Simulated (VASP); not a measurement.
## Ti(0001), as cut: electronic structure

Aim: model Ti(0001) by a slab and find how far its highest filled level lies below the vacuum.

Program: VASP 6.6.1. Level of theory: PBE; plane waves and PAW (Ti). Results are calculated unless marked as measured.

## Step 1: Set-up

The cell holds 5 atoms: 5 Ti. Its edges and angles: a = 2.950 Å, b = 2.950 Å, c = 27.369 Å, α = 90.0°, β = 90.0°, γ = 60.0°. Vacuum lies along c.

Coordinates:

```
Ti
1.0
     2.95000    0.00000    0.00000
     1.47500    2.55477    0.00000
     0.00000    0.00000   27.36920
Ti
5
Direct
  0.00000 0.00000 0.32884
  0.66667 0.66667 0.41442
  0.00000 0.00000 0.50000
  0.66667 0.66667 0.58558
  0.00000 0.00000 0.67116
```

## Step 2: Vacuum level and density of states

A static run writes the electrostatic potential without exchange and correlation (LVHAR), which is flat in the vacuum and gives the level to count from. The dipole correction cancels the field that unlike faces would set up across the vacuum.

Contents of INCAR:

```
SYSTEM = Ti
PREC = Normal
ENCUT = 300
EDIFF = 1E-06
NELM = 120
ISMEAR = -1
SIGMA = 0.1
LREAL = .FALSE.
ALGO = Fast
GGA = PE
NBANDS = 25
LASPH = .TRUE.
LORBIT = 11
LWAVE = .FALSE.
LCHARG = .TRUE.
IDIPOL = 3
LDIPOL = .TRUE.
DIPOL = 0.5 0.5 0.5
LVHAR = .TRUE.
LVACPOTAV = .TRUE.
LELF = .TRUE.
NEDOS = 1500
```

Contents of POSCAR:

```
Ti
1.0
    2.9500000000      0.0000000000      0.0000000000
    1.4750000000      2.5547749412      0.0000000000
    0.0000000000      0.0000000000     27.3692000000
Ti
5
Direct
    0.0000000000      0.0000000000      0.3288367946
    0.6666666667      0.6666666667      0.4144183973
    0.0000000000      0.0000000000      0.5000000000
    0.6666666667      0.6666666667      0.5855816027
    0.0000000000      0.0000000000      0.6711632054
```

Contents of KPOINTS:

```
Automatic mesh
0
Gamma
18 18 1
0 0 0
```

Potentials, in the order of the species: Ti (PBE family, release 64).

Launch:

```bash
$ mpirun -np 2 vasp_std
```

The log of the run:

```text
[banner, memory and clock lines left out]
running    2 mpi-ranks, on    1 nodes
 distrk:  each k-point on    2 cores,    1 groups
 distr:  one band on    1 cores,    2 groups

 POSCAR found type information on POSCAR Ti
 POSCAR found :  1 types and       5 ions
 LDA part: xc-table for (Slater+PW92), standard interpolation
|                                                                             |
|           W    W    AA    RRRRR   N    N  II  N    N   GGGG   !!!           |
|           W    W   A  A   R    R  NN   N  II  NN   N  G    G  !!!           |
|           W    W  A    A  R    R  N N  N  II  N N  N  G       !!!           |
|           W WW W  AAAAAA  RRRRR   N  N N  II  N  N N  G  GGG   !            |
|           WW  WW  A    A  R   R   N   NN  II  N   NN  G    G                |
|           W    W  A    A  R    R  N    N  II  N    N   GGGG   !!!           |
|                                                                             |
|     The number of bands has been changed from the values supplied in        |
|     The orbitals not found in the WAVECAR file will be initialized with     |
|     random numbers, which is usually adequate. For correlated               |
|     calculations, however, you should redo the groundstate calculation.     |
|     I found NBANDS = 25. Now, NBANDS = 26.                                  |
|                                                                             |

 POSCAR, INCAR and KPOINTS ok, starting setup
 FFT: planning ... GRIDC
 FFT: planning ... GRID_SOFT
 FFT: planning ... GRID
 WAVECAR not read
 entering main loop
       N       E                     dE             d eps       ncg     rms          rms(c)
DAV:   1     0.573136434176E+02    0.57314E+02   -0.45750E+03  1924   0.384E+02
DAV:   2    -0.388732714735E+02   -0.96187E+02   -0.87361E+02  1988   0.112E+02
DAV:   3    -0.441095120286E+02   -0.52362E+01   -0.49218E+01  2578   0.295E+01
DAV:   4    -0.442605242256E+02   -0.15101E+00   -0.14867E+00  2350   0.532E+00
DAV:   5    -0.442637464339E+02   -0.32222E-02   -0.32165E-02  2754   0.666E-01    0.235E+01
RMM:   6    -0.844966326493E+02   -0.40233E+02   -0.49834E+01  2966   0.342E+01    0.351E+01
RMM:   7    -0.496995142994E+02    0.34797E+02   -0.20616E+01  2115   0.185E+01    0.192E+01
RMM:   8    -0.410520691600E+02    0.86474E+01   -0.35849E+00  2140   0.880E+00    0.125E+01
RMM:   9    -0.381060679520E+02    0.29460E+01   -0.12232E+00  2156   0.553E+00    0.759E+00
RMM:  10    -0.380176655893E+02    0.88402E-01   -0.18698E-01  2562   0.122E+00    0.724E+00
RMM:  11    -0.378029436638E+02    0.21472E+00   -0.77677E-02  2397   0.127E+00    0.633E+00
RMM:  12    -0.371431256609E+02    0.65982E+00   -0.94283E-01  2980   0.471E+00    0.276E+00
RMM:  13    -0.370031907675E+02    0.13993E+00   -0.20461E-01  2457   0.220E+00    0.135E+00
RMM:  14    -0.369663904725E+02    0.36800E-01   -0.15301E-01  2212   0.172E+00    0.434E-01
RMM:  15    -0.369681236877E+02   -0.17332E-02   -0.26987E-02  2341   0.875E-01    0.403E-01
RMM:  16    -0.369663597857E+02    0.17639E-02   -0.20730E-02  2207   0.663E-01    0.105E-01
RMM:  17    -0.369667309557E+02   -0.37117E-03   -0.45990E-03  2599   0.257E-01    0.866E-02
RMM:  18    -0.369668118424E+02   -0.80887E-04   -0.93691E-04  2227   0.132E-01    0.685E-02
RMM:  19    -0.369669225001E+02   -0.11066E-03   -0.22795E-04  2487   0.449E-02    0.712E-02
RMM:  20    -0.369668780699E+02    0.44430E-04   -0.22874E-04  2188   0.762E-02    0.163E-02
RMM:  21    -0.369669253340E+02   -0.47264E-04   -0.53225E-05  2501   0.201E-02    0.138E-02
RMM:  22    -0.369669661052E+02   -0.40771E-04   -0.24947E-05  2288   0.220E-02    0.176E-02
RMM:  23    -0.369669678665E+02   -0.17613E-05   -0.24735E-05  2164   0.282E-02    0.550E-03
RMM:  24    -0.369669794083E+02   -0.11542E-04   -0.39994E-06  2053   0.744E-03    0.390E-03
RMM:  25    -0.369669852716E+02   -0.58633E-05   -0.15237E-06  1701   0.365E-03    0.253E-03
RMM:  26    -0.369669892255E+02   -0.39539E-05   -0.55862E-07  1438   0.189E-03    0.105E-03
RMM:  27    -0.369669938445E+02   -0.46191E-05   -0.34431E-07  1353   0.204E-03    0.352E-04
RMM:  28    -0.369669978093E+02   -0.39648E-05   -0.29850E-07  1337   0.131E-03    0.114E-03
RMM:  29    -0.369669986585E+02   -0.84924E-06   -0.13455E-07  1243   0.179E-03
|                                                                             |
|           W    W    AA    RRRRR   N    N  II  N    N   GGGG   !!!           |
|           W    W   A  A   R    R  NN   N  II  NN   N  G    G  !!!           |
|           W    W  A    A  R    R  N N  N  II  N N  N  G       !!!           |
|           W WW W  AAAAAA  RRRRR   N  N N  II  N  N N  G  GGG   !            |
|           WW  WW  A    A  R   R   N   NN  II  N   NN  G    G                |
|           W    W  A    A  R    R  N    N  II  N    N   GGGG   !!!           |
|                                                                             |
|     Did not find any points to average over, which means that no vacuum     |
|     field-free region was found. Please increase the size of  your cell     |
|     in the dimension of the dipole correction to obtain accurate            |
|     workfunction values.                                                    |
|                                                                             |

   1 F= -.36966999E+02 E0= -.36807731E+02  d E =-.318536E+00
```

Wall time 55 s (2 MPI ranks of Intel Xeon Platinum 8488C (Sapphire Rapids), shared host); peak memory 0.31 GiB.

The logs omit lines about the potential files and the build; timing stands in the text.

OUTCAR, selected parts (step 2):

```text
ion  position               nearest neighbor table
   1  0.000  0.000  0.329-   2 2.90   2 2.90   2 2.90
   2  0.667  0.667  0.414-   1 2.90   3 2.90   1 2.90   3 2.90   1 2.90   3 2.90
   3  0.000  0.000  0.500-   2 2.90   4 2.90   2 2.90   4 2.90   2 2.90   4 2.90
   4  0.667  0.667  0.586-   5 2.90   3 2.90   5 2.90   3 2.90   5 2.90   3 2.90
   5  0.000  0.000  0.671-   4 2.90   4 2.90   4 2.90

  LATTYP: Found a hexagonal cell.
 ALAT       =     2.9500000000
 C/A-ratio  =     9.2776949152

 Subroutine GETGRP returns: Found 12 space group operations
 (whereof 12 operations were pure point group operations)

The static configuration has the point symmetry D_3h.

 Found     37 irreducible k-points:

   k-points           NKPTS =     37   k-points in BZ     NKDIM =     37   number of bands    NBANDS=     26

   dimension x,y,z NGX =    12 NGY =   12 NGZ =  120
   dimension x,y,z NGXF=    24 NGYF=   24 NGZF=  240

   ENCUT  =  300.0 eV  22.05 Ry    4.70 a.u.   4.17  4.17 38.65*2*pi/ulx,y,z

   NELECT =      20.0000    total number of electrons

 k-points in reciprocal lattice and weights: Automatic mesh
   0.00000000  0.00000000  0.00000000       0.003
   0.05555556  0.00000000  0.00000000       0.019
   0.11111111  0.00000000  0.00000000       0.019
   0.16666667  0.00000000  0.00000000       0.019
   0.22222222  0.00000000  0.00000000       0.019
   0.27777778  0.00000000  0.00000000       0.019
   0.33333333  0.00000000  0.00000000       0.019
   0.38888889  0.00000000  0.00000000       0.019
   0.44444444  0.00000000  0.00000000       0.019
[...]
-0.38888889  0.27777778  0.00000000       0.037
  -0.33333333  0.33333333  0.00000000       0.006

 dipolmoment           0.000000      0.000000     -0.000000 electrons x Angstroem

 average (electrostatic) potential at core
       1 -31.0142       2 -30.8113       3 -30.7869       4 -30.8113       5 -31.0142

 E-fermi :  -1.1313

 k-point     1 :       0.0000    0.0000    0.0000
  band No.  band energies     occupation
    ...
      3      -5.2638      2.00000
      4      -4.3401      2.00000
      5      -3.7991      2.00000
      6      -1.2548      1.54932
      7      -1.1781      1.22982
      8      -0.8659      0.13156
      9      -0.7340      0.03694
     10      -0.5143      0.00417
     11      -0.4609      0.00245
     12      -0.4609      0.00245
    ...

 k-point     2 :       0.0556    0.0000    0.0000
  band No.  band energies     occupation
    ...
      3      -5.1855      2.00000
      4      -4.2632      2.00000
      5      -3.7269      2.00000
      6      -1.2820      1.63739
      7      -1.1695      1.18901
      8      -0.9648      0.31833
      9      -0.7588      0.04710
     10      -0.6339      0.01374
     11      -0.5401      0.00540
     12      -0.5092      0.00397
    ...

 k-point     3 :       0.1111    0.0000    0.0000
  band No.  band energies     occupation
    ...
      4      -4.0417      2.00000
      5      -3.5209      2.00000
      6      -1.3940      1.86516
      7      -1.2093      1.37161
      8      -1.1464      1.07566
      9      -0.9493      0.27896
     10      -0.7616      0.04840
     11      -0.7420      0.03997
     12      -0.6366      0.01411
     13      -0.5440      0.00561
    ...

  Total       -3.1858140     -3.1858140     -3.3800027      0.0000000      0.0000000     -0.0000000
  in kB      -24.7453857    -24.7453857    -26.2537212      0.0000000      0.0000000     -0.0000000
  external PRESSURE =     -25.2481642 kB  Pullay stress =       0.0000000 kB

  energy-cutoff  :      300.00
  volume of cell :      206.27
      direct lattice vectors                 reciprocal lattice vectors
     2.950000000  0.000000000  0.000000000     0.338983051 -0.195711956  0.000000000
     1.475000000  2.554774941  0.000000000     0.000000000  0.391423911  0.000000000
     0.000000000  0.000000000 27.369200000     0.000000000  0.000000000  0.036537422

 POSITION                                       TOTAL-FORCE (eV/Angst)
 -----------------------------------------------------------------------------------
      0.00000      0.00000      9.00000        -0.000000     -0.000000      0.640403
      2.95000      1.70318     11.34230         0.000000      0.000000     -0.564245
      0.00000      0.00000     13.68460        -0.000000     -0.000000      0.000000
      2.95000      1.70318     16.02690         0.000000      0.000000      0.564245
      0.00000      0.00000     18.36920        -0.000000     -0.000000     -0.640403
 -----------------------------------------------------------------------------------
    total drift:                                0.000001      0.000000     -0.000000

  FREE ENERGIE OF THE ION-ELECTRON SYSTEM (eV)
  ---------------------------------------------------
  free  energy   TOTEN  =       -36.9669986585 eV

  energy  without entropy=      -36.6484624105  energy(sigma->0) =      -36.80773053

 vacuum level on the upper side and lower side of the slab         3.260         3.260

 total charge
# of ion       s       p       d       tot
------------------------------------------
    1        0.527   0.421   2.298   3.246
    2        0.535   0.580   2.339   3.454
    3        0.540   0.577   2.349   3.466
    4        0.535   0.580   2.339   3.454
    5        0.527   0.421   2.298   3.246
--------------------------------------------------
tot          2.663   2.580  11.625  16.867

[... 3 further parts left out ...]
```

The data set Ti keeps the semicore shell frozen, which is cheaper and a little less accurate.

Numbers from this step:

| Property | Result |
| --- | --- |
| electronic cycles | 29 |
| electrons | 20 |
| free energy (TOTEN) | -36.97 eV |
| energy at zero smearing | -36.81 eV |
| Fermi energy | -1.131 eV |
| labelled metallic, from the levels on this mesh | yes |
| DOS at the Fermi level | 9.730 states/eV/cell |
| dipole moment | 0, 0, 0 e·Å |
| vacuum levels | 3.26, 3.26 eV |
| work functions of the upper and lower face | 4.391, 4.391 eV |

The density of states has structure finer than the step of the table below, so its rows give means over 0.5 eV, whole bins alone (the curve runs from -6.76 to 7.23 eV). Peaks (eV: height): total -0.72: 9.39, 0.78: 12.3, 2.32: 8.30; Ti s -2.36: 0.984; Ti p -0.72: 1.28, 0.17: 1.43; Ti d -0.72: 6.73, 0.82: 10.0, 3.07: 7.68.

Means over bins of 0.046 eV. Table of density of states by energy, zero at the Fermi level; means over each step; values in states/eV/cell:

```csv
energy (eV),total,Ti s,Ti p,Ti d
-6.5,4.8e-4,3.2e-4,0,0
-6.0,0.0435,0.0319,0.00109,0
-5.5,0.252,0.179,0.0116,5.8e-4
-5.0,0.475,0.315,0.0389,0.00548
-4.5,0.635,0.390,0.0752,0.0165
-4.0,0.903,0.499,0.135,0.0510
-3.5,1.17,0.572,0.208,0.120
-3.0,1.81,0.718,0.325,0.380
-2.5,3.48,0.938,0.484,1.42
-2.0,5.45,0.856,0.637,3.06
-1.5,5.93,0.417,0.653,4.03
-1.0,7.70,0.209,1.03,5.52
-0.5,8.08,0.164,1.05,5.76
0.0,9.63,0.122,1.23,6.86
0.5,11.3,0.0909,1.26,8.92
1.0,11.0,0.0842,1.02,9.18
1.5,8.59,0.0382,0.499,7.45
2.0,7.40,0.0312,0.254,6.60
2.5,7.70,0.0403,0.326,6.89
3.0,7.81,0.0266,0.189,7.35
3.5,3.70,0.0243,0.124,3.48
4.0,0.821,0.0202,0.123,0.658
4.5,0.372,0.0153,0.0855,0.259
5.0,0.187,0.0107,0.0531,0.117
5.5,0.0876,0.00623,0.0272,0.0511
6.0,0.0135,0.00232,0.00528,0.00586
6.5,0.0124,0.00225,0.00502,0.00525
```

The planar average of the electrostatic potential oscillates, so the rows of the table below give means over windows of 2.39 Å about each position, cut where the curve ends. Its maxima inside the range that stand out by 2 % of the span (Å: eV): 10.1: -0.0974, 12.5: -0.327, 14.8: -0.327, 17.2: -0.0974. Its minima: 9.0: -5.37, 11.4: -5.22, 13.7: -5.16, 16.0: -5.22, 18.4: -5.37.

Zero at the Fermi level. Planar average of the electrostatic potential against height; means over each step:

```csv
height (Å),planar average of the electrostatic potential (eV)
1.20,4.39
3.58,4.39
5.97,4.22
8.36,-1.92
10.75,-2.84
13.14,-2.92
15.53,-2.92
17.92,-2.96
20.31,2.75
22.70,4.38
25.09,4.39
```

Density of states in the PAW spheres, an atom over height of the layer and energy from the Fermi level.

Values in states/eV, 22 rows by 5 columns, each cell a mean:
```
2.42 1.68 1.75 1.68 2.42
2.28 1.19 1.30 1.19 2.28
1.51 1.09 1.30 1.09 1.51
1.45 1.65 1.55 1.65 1.45
1.11 1.18 1.03 1.18 1.11
0.86 1.14 1.15 1.14 0.86
0.79 1.05 1.00 1.05 0.79
0.51 0.78 0.80 0.78 0.51
0.32 0.46 0.47 0.46 0.32
0.22 0.27 0.27 0.27 0.22
0.16 0.18 0.20 0.18 0.16
0.13 0.15 0.17 0.15 0.13
0.09 0.13 0.12 0.13 0.09
0.07 0.11 0.09 0.11 0.07
0.04 0.08 0.08 0.08 0.04
0.02 0.05 0.07 0.05 0.02
0.01 0.02 0.03 0.02 0.01
0.00 0.00 0.00 0.00 0.00
0.00 0.00 0.00 0.00 0.00
0.00 0.00 0.00 0.00 0.00
0.00 0.00 0.00 0.00 0.00
0.00 0.00 0.00 0.00 0.00
```
Columns: height of the layer (Å) from 9 to 18.4; rows upwards: energy from the Fermi level (eV) from -7.9 to 0.5.

Force by atom:

```csv
atom,x (eV/Å),y (eV/Å),z (eV/Å),size
Ti1,0.000,0.000,0.640,0.640
Ti2,0.000,0.000,-0.564,0.564
Ti3,0.000,0.000,0.000,0.000
Ti4,0.000,0.000,0.564,0.564
Ti5,0.000,0.000,-0.640,0.640
```

Valence density in the ca plane at fractional y = 0.000, with atoms of Ti within 0.2 Å of it. It is the smooth field of the valence electrons, not physical close to the nuclei.

Ten even steps from '0' (0.0 e/Å³) to '9' (1.1 e/Å³), each cell a mean:
```
00137852111111124785211111112478510000000000
00013421111111112342111111111234210000000000
00011111111111111111111111111111100000000000
00011111111221111111111121111111100000000000
00011111111211111111111121111111100000000000
00012221111111111222111111111222100000000000
00025642111111113563211111111356310000000000
00149952111111125996211111112489610000000000
```
Columns run along c (16.0 Å, from fractional 0.27 to 0.85 of the cell), rows up along a (3.0 Å). Atoms in or near the plane, at fractional coordinates: Ti at (0.33, 0.00), Ti at (0.50, 0.00), Ti at (0.67, 0.00).

Electrostatic potential energy in the ca plane at fractional y = 0.000, with atoms of Ti within 0.2 Å of it. With pseudopotentials it is smooth inside the atoms' cores, unlike the true potential.

Ten even steps from '0' (-14 eV) to '9' (3 eV), each cell a mean:
```
86310003688888741001368888863100125899999999
87532124676567753212467656775311247899999999
98754456764345775445676434577544568999999999
99876678753334787667875333478766788999999999
98865567764334776556775333577655678999999999
98642235775446764323576545676432357899999999
87420013677777742001367777774200136899999999
86310002588888631000358888863100025899999999
```
Columns run along c (16.0 Å, from fractional 0.27 to 0.85 of the cell; values clipped at the 3rd and 97th percentile), rows up along a (3.0 Å). Atoms in or near the plane, at fractional coordinates: Ti at (0.33, 0.00), Ti at (0.50, 0.00), Ti at (0.67, 0.00).

ELF in the ca plane at fractional y = 0.000, with atoms of Ti within 0.2 Å of it. It is the smooth field of the valence electrons, not physical close to the nuclei.

Ten even steps from '0' (0.00) to '9' (0.77), each cell a mean:
```
10000002688887520000258888851000000110001400
21100012565455420001255445652000011211000000
44432235431113543223542112354322344431000100
56654456421012565445652101256544566532100100
55433345421113554334552111355433355431000000
32211113543334431111344333553111122321000000
10000002688777520000257778851000000110000000
00000002699998520000269999951000000000000001
```
Columns run along c (16.0 Å, from fractional 0.27 to 0.85 of the cell), rows up along a (3.0 Å). Atoms in or near the plane, at fractional coordinates: Ti at (0.33, 0.00), Ti at (0.50, 0.00), Ti at (0.67, 0.00).

Only the dipole across the slab is computed (IDIPOL = 3); zeros along the plane are no results.

The density of states holds every band computed, so its fall toward the upper end of the range is no gap.

The map of layer states is cut here 0.5 eV above the Fermi level, so it leaves out the states above that.

The vacuum level lies 4.39 eV above the Fermi level at the upper face; both faces agree, as the slab has next to no dipole.

The program found no field-free point at its default tolerance, but its printed level agrees with the flat part of the planar average.

On this mesh the fine structure of the density of states is sampling noise, and high empty states may be cut by the number of bands.

[end of part 1 of 3]

[Lines on the potential files, build, host, timing and source positions are cut from VASP's logs without a mark.]

[Logs are printed without paths, hosts, clocks, repeated set-up lines and the standing remarks that a program may print on its own settings, such as how far it seeks lower states.]

[Hosts, paths, dates, database ids (printed as entryN), source tags and the programs' standing remarks are cut or masked in the printed files.]

[In band tables of VASP the shares of atoms and orbitals are scaled to a sum of 1 inside the atoms' spheres.]

[Runs that stopped without an error message from VASP are left out.]
